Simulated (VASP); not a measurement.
A run of VASP 6.6.1 is set up as follows.

POSCAR

```
H8SO6
1.0
    5.7889600000      0.0000000000      0.0000000000
    0.0000000000      5.7889600000      0.0000000000
    0.0000000000      0.0000000000      5.7889600000
O H S
6 8 1
Direct
    0.7433114065      0.6327043199      0.7967579669
    0.7159489787      0.1671284652      0.1478331168
    0.2938524364      0.8997643791      0.9579786352
    0.9185414997      0.7466626130      0.2137516929
    0.3795673143      0.4607908847      0.4215783146
    0.1307488737      0.1211271109      0.4812608828
    0.5766147978      0.5752328570      0.7901419253
    0.8297518034      0.6029753185      0.6507559216
    0.7324804455      0.3204375225      0.1338064177
    0.8455750256      0.1233382162      0.2170683508
    0.1856810204      0.9014745308      0.8353832122
    0.2001741245      0.7795528040      1.0788293580
    0.8804863050      0.8797262375      0.3014358365
    0.8215292557      0.7763225173      0.0707208203
    0.3528785827      0.2068765374      0.4043731517
```

File INCAR.step1:

```
SYSTEM = H8SO6
ALGO = Normal
EDIFF = 1E-4
ENCUT = 520
GGA = PE
ISMEAR = -1
LASPH = .TRUE.
LCHARG = .FALSE.
LREAL = Auto
LWAVE = .TRUE.
NBANDS = 38
NELM = 100
PREC = Accurate
SIGMA = 0.02
```

The input INCAR.step2:

```
SYSTEM = H8SO6
ALGO = Normal
EDIFF = 1E-6
ENCUT = 520
ISIF = 2
ISMEAR = -1
ISTART = 1
IVDW = 12
LASPH = .TRUE.
LCHARG = .FALSE.
LMIXTAU = .TRUE.
LREAL = Auto
LWAVE = .FALSE.
METAGGA = R2SCAN
NBANDS = 38
NELM = 100
PREC = Accurate
SIGMA = 0.02
VDW_A1 = 0.49484001
VDW_A2 = 5.73083694
VDW_S6 = 1.0
VDW_S8 = 0.78981345
```

File KPOINTS:

```
k-points
0
G
  1 1 1
  0 0 0
```

Potentials or basis: VASP PAW PBE potentials, release 64 (O, H, S).

Command:

```bash
$ cat potpaw_PBE.64/O/POTCAR potpaw_PBE.64/H/POTCAR potpaw_PBE.64/S/POTCAR > POTCAR
$ cp INCAR.step1 INCAR
$ mpirun -np 1 vasp_gam > vasp.out
$ cp INCAR.step2 INCAR
$ mpirun -np 1 vasp_gam > vasp.out
```

Q: Estimate the band gap on the k mesh.

A: 2.52 eV, direct.

Q: What does it give for the largest force?

A: 5.458 eV/Å.

Q: What does it give for the dispersion energy per atom?

A: -0.021 eV.

Forces in eV/Å, atoms in the order of the input:
```
O   -1.146 -0.870 -0.706
O   -4.420 -2.339 -2.186
O   -0.992 -2.721  3.287
O   -0.838 -0.275 -1.570
O    0.102 -2.044 -0.392
O   -0.089  0.084 -0.130
H    2.390  0.964 -0.542
H   -1.347 -0.048  1.125
H    0.320  4.743 -0.736
H    4.612 -1.242  2.276
H   -0.761  0.162 -0.964
H    1.582  2.731 -2.261
H    0.225 -0.013  1.079
H    0.921 -0.866  0.887
S   -0.559  1.733  0.833
```

Caveat: the PAW data sets were made with another functional, which shifts forces and pressure a little. r2SCAN opens gaps a little over a GGA but as a rule still falls short of measured ones.
